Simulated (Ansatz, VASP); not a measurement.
# Ir12CO (Ir(111)) in two plane-wave programs, part 2 of 2

One calculation is typed for both programs; each brings its own data sets and cutoff. How far apart do they land? The structure shown is the end of the VASP relaxation below.

VASP 6.6.1 and Ansatz 0.2.0.

So far: Set-up; VASP: relaxation, PBEsol.

**3. Ansatz: single point, PBEsol**

Level of this step: Ansatz beside VASP: Kohn-Sham DFT, plane waves, PBEsol (Ansatz).

Ansatz runs on its default PAW (the set named soft_2) files.

The same cell, functional, mesh and smearing now go to Ansatz, which takes its cutoff from its data sets.

File input.yaml:

```yaml
crystal:
  lattice:
    - [5.42124774, 0.0, 0.0]
    - [2.71062387, 4.69493826, 0.0]
    - [0.0, 0.0, 19.42643024]
  atoms:
    - { symbol: Ir, position: [0.16666667, 0.16666667, 0.38607196] }
    - { symbol: Ir, position: [0.66666667, 0.16666667, 0.38607196] }
    - { symbol: Ir, position: [0.16666667, 0.66666667, 0.38607196] }
    - { symbol: Ir, position: [0.66666667, 0.66666667, 0.38607196] }
    - { symbol: Ir, position: [0.83326232, 0.33336884, 0.49721304] }
    - { symbol: Ir, position: [0.33336884, 0.33336884, 0.49721304] }
    - { symbol: Ir, position: [0.83333333, 0.83333333, 0.49494683] }
    - { symbol: Ir, position: [0.33336884, 0.83326232, 0.49721304] }
    - { symbol: Ir, position: [0.99764778, 0.99764778, 0.61072338] }
    - { symbol: Ir, position: [0.50470445, 0.99764778, 0.61072338] }
    - { symbol: Ir, position: [0.99764778, 0.50470445, 0.61072338] }
    - { symbol: Ir, position: [0.5, 0.5, 0.60730116] }
    - { symbol: C, position: [0.16666667, 0.16666667, 0.68399461] }
    - { symbol: O, position: [0.16666667, 0.16666667, 0.74546978] }
hamiltonian:
  xc: pbesol
  pseudopotentials: { kind: paw }
kpoints:
  mp_grid: { grid: [6, 6, 1] }
scf:
  occupations: { method: methfessel_paxton, width: 0.15 }
  n_extra_bands: 7
efield:
  axis: 3
  dipole_correction: true
  ramp_width: 0.04
output:
  forces: true
  eigenvalues: true
  write_density: true
  write_potential: true
  elf: true
  volumetric_format: npy
```

Started as:

```sh
$ ansatz run input.yaml --threads 4 --pin off --max-ram 9216MiB --backend cpu --events-out ev --progress --plain --runs-dir out
```

Numbers of over 12 decimals in the logs are rounded to 6 here.

The program printed:

```text
scf.n_extra_bands = 7 over 107 filled bands (N_el = 214.0): the run solves 114 bands
Engine: ansatz 0.2.0, aarch64-unknown-linux-gnu
Pseudopotentials: kind: paw
Pseudopotential: Ir, paw, valence charge 17, recommended cutoff 420 eV (normal), Ir.paw.azcp
Pseudopotential: C, paw, valence charge 4, recommended cutoff 420 eV (normal), C.paw.azcp
Pseudopotential: O, paw, valence charge 6, recommended cutoff 420 eV (normal), O.paw.azcp
Functional definition: PBEsol
  exchange = pbesol_x
  correlation = pbesol_c
Crystal: 14 atoms, lattice volume = 494.450 Å³
Basis set: ecut = 420 eV, 9563 PW (Γ), exchange–correlation on 80×80×270 points (8 copies of the dense FFT grid, shifted against one another)
Bands: 114, of which v1, the nominal top of the filled ones, is band 107 counted from 1 (106 counted from 0)
Symmetry: 6 space group operations
Space group: P3m1 (ITA 156), of the structure as read, at distance tolerance 7.9e-5 Å
k-points: 7 of 36 (time reversal used)
Non-local potential: Ir, projectors of the file, l = 0: 3, l = 1: 2, l = 2: 2, l = 3: 1
Non-local potential: C, projectors of the file, l = 0: 2, l = 1: 2, l = 2: 1
Non-local potential: O, projectors of the file, l = 0: 2, l = 1: 2, l = 2: 1
PAW form: soft (Blöchl's): semilocal exchange-correlation on the pseudo side does not see the compensation charge
PAW frozen core: Ir, regenerated for the run's functional, and the local potential with it (the file was generated under x = pbe(κ = 0.804, μ = 0.219515), c = pbe(β = 0.066725))
PAW frozen core: C, regenerated for the run's functional, and the local potential with it (the file was generated under x = pbe(κ = 0.804, μ = 0.219515), c = pbe(β = 0.066725))
PAW frozen core: O, regenerated for the run's functional, and the local potential with it (the file was generated under x = pbe(κ = 0.804, μ = 0.219515), c = pbe(β = 0.066725))
PAW one-centre angular grid: Ir, 590 points (default); XC on 64 Gauss nodes
PAW one-centre angular grid: C, 110 points (default); XC on 64 Gauss nodes
PAW one-centre angular grid: O, 110 points (default); XC on 64 Gauss nodes
Initial density: superposition of atomic densities (neutral atoms: chi_scale 0, normalization atom), corrected by the library's trained network
Initial wavefunctions: pseudopotential atomic-orbital guess
Functional: x = pbesol(κ = 0.804, μ = 0.123457), c = pbesol(β = 0.046)
SCF iter   1: F=—  HF=-142387.223238 eV  |F-HF|=—  |Δ(HF+E_count)|=         —  Δρ=1.47e-2  dr2=6.13e0  ethr=1.77e-3  p=-0.184 e·Å  D=-6.72e-2 V/Å  ΔV_dip=1.31 eV  dr2_dipole=1.09e0  V_vac-E_F(+/−)=6.72/5.41 eV  ⟨swp⟩=7.9  Hψ=3542  notcnv=0
efield: sawtooth ramp at fractional position 0.0458 (placed from the atoms, in the widest stretch of the axis that holds none; the zero of the levels goes with the place), width 0.0400; the density the first Hamiltonian is built on has a dipole p = -0.184 e·Å; the dipole correction subtracts the counter field D = -6.72e-2 V/Å, which shifts the + side's vacuum level by +1.31 eV against the − side's; the planar-averaged density in the ramp window peaks in size at 1.6e-4 e/Å³
preconditioner: auto → LDOS  [metal: Δε(μ)=0.044 eV  Ē_g=4.725 eV  σ=0.150 eV  W_gap=0.24  n_scr=110 (ndim 8)  ℏωp=18.1 eV  f_vac=0.557  D(μ)=12.90/eV (n_scr^D=78)  β→1.0]
SCF iter   2: F=—  HF=-142387.194798 eV  |F-HF|=—  |Δ(HF+E_count)|=   2.84e-2  S|Δr|=    0.00e0  Δρ=1.42e-2  dr2=6.24e0  ethr=1.77e-3  p=-0.136 e·Å  D=-4.96e-2 V/Å  ΔV_dip=0.96 eV  dr2_dipole=1.69e0  V_vac-E_F(+/−)=6.54/5.57 eV  ⟨swp⟩=2.7  Hψ=1354  notcnv=0
SCF iter   3: F=—  HF=-142386.997997 eV  |F-HF|=—  |Δ(HF+E_count)|=   1.97e-1  S|Δr|=    0.00e0  Δρ=3.43e-3  dr2=1.39e-1  ethr=1.77e-3  p=-0.147 e·Å  D=-5.40e-2 V/Å  ΔV_dip=1.05 eV  dr2_dipole=3.88e-2  V_vac-E_F(+/−)=6.59/5.54 eV  ⟨swp⟩=1.9  Hψ=823  notcnv=0
SCF iter   4: F=—  HF=-142387.010831 eV  |F-HF|=—  |Δ(HF+E_count)|=   1.28e-2  S|Δr|=    0.00e0  Δρ=2.18e-3  dr2=5.70e-2  ethr=6.51e-5  p=-0.141 e·Å  D=-5.15e-2 V/Å  ΔV_dip=1.00 eV  dr2_dipole=6.33e-3  V_vac-E_F(+/−)=6.56/5.56 eV  ⟨swp⟩=3.3  Hψ=1669  notcnv=0
SCF iter   5: F=—  HF=-142387.002145 eV  |F-HF|=—  |Δ(HF+E_count)|=   8.69e-3  S|Δr|=    0.00e0  Δρ=6.93e-4  dr2=1.13e-2  ethr=2.66e-5  p=-0.136 e·Å  D=-4.99e-2 V/Å  ΔV_dip=0.97 eV  dr2_dipole=5.97e-3  V_vac-E_F(+/−)=6.53/5.56 eV  ⟨swp⟩=2.0  Hψ=1216  notcnv=0
SCF iter   6: F=—  HF=-142387.002530 eV  |F-HF|=—  |Δ(HF+E_count)|=   3.85e-4  S|Δr|=    0.00e0  Δρ=4.34e-4  dr2=4.74e-3  ethr=5.29e-6  p=-0.130 e·Å  D=-4.74e-2 V/Å  ΔV_dip=0.92 eV  dr2_dipole=1.43e-3  V_vac-E_F(+/−)=6.49/5.57 eV  ⟨swp⟩=2.3  Hψ=1073  notcnv=0
SCF iter   7: F=—  HF=-142387.002399 eV  |F-HF|=—  |Δ(HF+E_count)|=   1.32e-4  S|Δr|=    0.00e0  Δρ=1.02e-4  dr2=2.49e-4  ethr=2.22e-6  p=-0.129 e·Å  D=-4.71e-2 V/Å  ΔV_dip=0.92 eV  dr2_dipole=7.69e-5  V_vac-E_F(+/−)=6.48/5.56 eV  ⟨swp⟩=2.0  Hψ=1019  notcnv=0
SCF iter   8: F=—  HF=-142387.002396 eV  |F-HF|=—  |Δ(HF+E_count)|=   2.42e-6  S|Δr|=    0.00e0  Δρ=4.19e-5  dr2=1.91e-5  ethr=1.16e-7  p=-0.129 e·Å  D=-4.70e-2 V/Å  ΔV_dip=0.91 eV  dr2_dipole=7.10e-7  V_vac-E_F(+/−)=6.48/5.56 eV  ⟨swp⟩=2.3  Hψ=1219  notcnv=0
SCF iter   9: F=—  HF=-142387.003202 eV  |F-HF|=—  |Δ(HF+E_count)|=   8.06e-4  S|Δr|=    0.00e0  Δρ=1.26e-5  dr2=2.38e-6  ethr=8.92e-9  p=-0.128 e·Å  D=-4.70e-2 V/Å  ΔV_dip=0.91 eV  dr2_dipole=1.34e-9  V_vac-E_F(+/−)=6.48/5.56 eV  ⟨swp⟩=2.4  Hψ=1247  notcnv=0
SCF iter  10: F=—  HF=-142387.003202 eV  |F-HF|=—  |Δ(HF+E_count)|=   6.06e-7  S|Δr|=    0.00e0  Δρ=4.51e-6  dr2=1.61e-7  ethr=1.11e-9  p=-0.128 e·Å  D=-4.70e-2 V/Å  ΔV_dip=0.91 eV  dr2_dipole=2.35e-9  V_vac-E_F(+/−)=6.48/5.56 eV  ⟨swp⟩=3.0  Hψ=1519  notcnv=0
SCF iter  11: F=-142387.003203 eV  HF=-142387.003203 eV  |F-HF|=1.97e-8  |Δ(HF+E_count)|=   2.57e-7  S|Δr|=    0.00e0  Δρ=2.17e-6  dr2=7.15e-8  ethr=4.67e-11  p=-0.128 e·Å  D=-4.69e-2 V/Å  ΔV_dip=0.91 eV  dr2_dipole=6.96e-9  V_vac-E_F(+/−)=6.48/5.56 eV  ⟨swp⟩=13.9  Hψ=7296  notcnv=0
SCF 1 converged in 11 iterations: F = -142387.003203 eV  dr2 = 7.15e-8
  greatest PAW one-centre occupation: 1.000 electrons in one spin orbital (limit 2), on the Ir atom at site 7 (counted from 0), in its partial waves of l = 0
WARN: The output density's exchange-correlation potential varies sharply where the density is thin. Do not read a vacuum level from v_tot or v_xc, or from such a field of the output density. On a cell that repeats whose density bears no net charge and no dipole along the vacuum's axis use v_es (v_loc + v_h of the components); under efield.dipole_correction with no amplitude use v_es + v_field, which holds any externa [...]
SCF converged after 11 iterations
Stability not checked: this state was not tested for a lower state beside it, because cold or Methfessel-Paxton smearing, or corrected tetrahedra, fill the levels in a way that the test cannot read (fill_not_monotonic; see scf.lower_state_search)
Free energy (F): -142387.003203 eV
Harris-Foulkes:  -142387.003203 eV  (|F-HF|=1.97e-8)
Internal energy: -142387.013534 eV  (E = F + TS)
E sigma→0 (E₀):  -142387.005786 eV
Entropy (-TS):   0.010331 eV (0.738 meV/atom)
Fermi energy:    5.255683 eV
Dipole field:    D = -0.046873 V/Å  (p = -0.128081 e·Å, saw-weighted, corrected)
Work function:   Φ+ = 6.4746 eV   Φ− = 5.5639 eV
Levels:          The Fermi level and band energies are counted from a zero that moves with the ramp; work functions are not
--- Per-component energies (eV) ---
  E_band       = -5167.793883
  E_kinetic    = 7721.310677
  E_local      = -234176.470673  (includes V_loc(G=0)·N_el)
  E_nonlocal   = 990.957588
  E_hartree    = 113447.026119
  E_xc         = -3303.755769
  E_vxc        = -3729.266913  (∫ρ·V_xc dr)
  E_paw        = -109312.518942  (= ΣΔE_a)
  E_vpaw       = -2857.112453  (= ΣTr[D̂ρ^β])
  E_aug_tail   = 0.003070  (compensation charges beyond the density's cutoff)
  E_efield     = 0.003002  (sawtooth field / dipole correction)
  E_vefield    = -11.258129  (∫n·V_field dr)
  E_ewald      = 82243.191589
  E_core_change = 3.239806  (= ΣΔE_core)
  E_smearing   = 0.010331  (= −TS)
  E_closure    = -0.000000  (closes the sum)
  Σ components = -142387.003203   (vs F -142387.003203, Δ=0.00e0)
--- Forces (eV/Å), atoms counted from 1 ---
  atom   1  Ir    -0.00000000    -0.00000000     0.12954261
  atom   2  Ir    -0.00000000     0.25950109     0.02680406
  atom   3  Ir     0.22473454    -0.12975055     0.02680406
  atom   4  Ir    -0.22473454    -0.12975055     0.02680406
  atom   5  Ir    -0.00643744     0.00371666    -0.00628086
  atom   6  Ir     0.00643744     0.00371666    -0.00628086
  atom   7  Ir     0.00000000    -0.00000000    -0.03408165
  atom   8  Ir    -0.00000000    -0.00743332    -0.00628086
  atom   9  Ir     0.04159285     0.02401364     0.00479182
  atom  10  Ir    -0.04159285     0.02401364     0.00479182
  atom  11  Ir     0.00000000    -0.04802728     0.00479182
  atom  12  Ir    -0.00000000     0.00000000    -0.01973385
  atom  13  C      0.00000000     0.00000000     0.53112691
  atom  14  O     -0.00000000     0.00000000    -0.68279403
  max |Σ_I F_I| component: 5.03e-6 eV/Å
--- Band table (eV; the first three rows and the last of 7) ---
  k-point 0: bands = [... 103 lower, 5.6756, 5.7055, 5.8660, 5.8995, 5.8995, 6.0471, 6.0471, 6.1774, ... 3 higher]
  k-point 1: bands = [... 103 lower, 5.3559, 5.4205, 5.4928, 5.5940, 5.6182, 5.7669, 5.7728, 5.9085, ... 3 higher]
  k-point 2: bands = [... 103 lower, 4.6584, 4.8259, 4.8923, 4.9907, 5.1740, 5.2390, 5.4144, 5.5133, ... 3 higher]
  k-point 6: bands = [... 103 lower, 4.9021, 5.0190, 5.0369, 5.0826, 5.2791, 5.3321, 5.3721, 5.3816, ... 3 higher]
```

Run time: 30 s. Hardware: 4 threads of Arm Neoverse N1, shared host; peak memory 1.5 GiB; 1.9 min of CPU time.

In the SCF lines HF is the Harris–Foulkes energy and dr2 the Hartree energy of the density residual, in eV; the loop may stop once dr2 is under the threshold and the program's other checks hold. Hψ counts applications of the Hamiltonian.

**4. Side by side**

Known differences besides the potentials themselves: the data sets hold 214 valence electrons in Ansatz (default PAW (the set named soft_2) files) and 118 in VASP; the cutoff is 420 eV in Ansatz and 440 eV in VASP (PREC = Normal, projectors in real space); Ansatz makes its cores anew for this functional, VASP keeps those of its PBE data sets. Total energies have different zeros and are not compared.

Forces on 7 of the 14 atoms, those with the largest forces and the largest differences (eV/Å; atoms numbered as in POSCAR):

```
atom         Ansatz x, y, z            VASP x, y, z
 Ir1    0.000, 0.000, 0.130     0.000, 0.000, 0.075
 Ir2    0.000, 0.260, 0.027    0.000, 0.265, -0.029
 Ir3   0.225, -0.130, 0.027   0.230, -0.133, -0.029
 Ir4  -0.225, -0.130, 0.027  -0.230, -0.133, -0.029
 Ir9    0.042, 0.024, 0.005     0.002, 0.001, 0.008
 C13    0.000, 0.000, 0.531    0.000, 0.000, -0.005
 O14   0.000, 0.000, -0.683    0.000, 0.000, -0.023
```

The forces differ by 133 meV/Å r.m.s., which is 183.2 % of the r.m.s. force of 0.07 eV/Å (both taken over all components, held atoms included). VASP's last cycles still show a density residual of 7e-03, so its state may not be settled.

**5. What the set-up changes**

Further runs change the set-up of one program: Ansatz's method, potentials or start, or VASP's data sets, cutoff or form of LDA. The table gives Ansatz less VASP for each quantity, since a change that brings one quantity closer may part another.

```
                                        run  r.m.s. force difference (meV/Å)
                                   as above                              133
                       cores kept as stored                              128
norm-conserving potentials (cutoff 1143 eV)                              136
```

**6. What came out**

| Quantity | Value |
| --- | --- |
| r.m.s. force difference (single point, PBEsol) | 133 meV/Å |

The r.m.s. force difference is 133 meV/Å (single point, PBEsol), beyond the 12 meV/Å picked in this series as the mark of a large difference. For single point, PBEsol, no further run moves any of the tabulated differences by more than a quarter of its size. 1 further run of this series is not shown here. How closely two codes agree says nothing of how well the functional describes the real material.

[Lines on the potential files, build, host, timing and source positions are cut from VASP's logs without a mark.]

[Logs are printed without paths, hosts, clocks, repeated set-up lines and the standing remarks that a program may print on its own settings, such as how far it seeks lower states.]

[Hosts, paths, dates, database ids (printed as entryN), source tags and the programs' standing remarks are cut or masked in the printed files.]
